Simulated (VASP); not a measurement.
SbPbBrO2, 5 atoms in the cell. It takes space group I4mm (No. 107, tetragonal). Conventional cell: a = 3.932 Å, b = 3.932 Å, c = 13.003 Å, α = 90.00°, β = 90.00°, γ = 90.00°. Sb (site symmetry 4mm) has 4 O at 2.19 Å as nearest neighbours. Around Pb (site symmetry 4mm) lie 4 O at 2.48 Å. Br (site symmetry 4mm) is surrounded by 4 Pb at 3.33 Å and 4 Sb at 3.54 Å and 4 O at 3.72 Å. Around O (site symmetry 2mm) lie 2 Sb at 2.19 Å and 2 Pb at 2.48 Å. The cell comes from a database or a generator and needn't be the stable form of this composition.

| Quantity | Value |
| --- | --- |
| Program | VASP 6.6.1 |
| Task | single point |
| Functional | LDA |
| Potentials or basis | VASP PAW LDA potentials, release 64 (Sb, Pb_d, Br, O) |
| Cutoff | 520 eV |
| k mesh | 6 × 6 × 6 |
| Occupations | gaussian, width 0.1 eV |
| Spin | no spin polarisation |
| Dipole correction | no |
| Further INCAR settings | ALGO = Normal; EDIFF = 1e-06; NBANDS = 27 |

Potentials or basis: VASP PAW LDA potentials, release 64 (Sb, Pb_d, Br, O).

Launch:

```console
$ cat potpaw_LDA.64/Sb/POTCAR potpaw_LDA.64/Pb_d/POTCAR potpaw_LDA.64/Br/POTCAR potpaw_LDA.64/O/POTCAR > POTCAR
$ mpirun -np 1 vasp_std > vasp.out
```

Hardware: 1 thread of Intel(R) Xeon(R) 6975P-C (Granite Rapids), with other jobs on the host.

**Question.** How long does it take, and how much memory?

**Answer.** Wall time 110 s on 1 thread of Intel(R) Xeon(R) 6975P-C (Granite Rapids) (shared host), peak memory 0.36 GiB. Counts: scf iterations 15, k points 30.
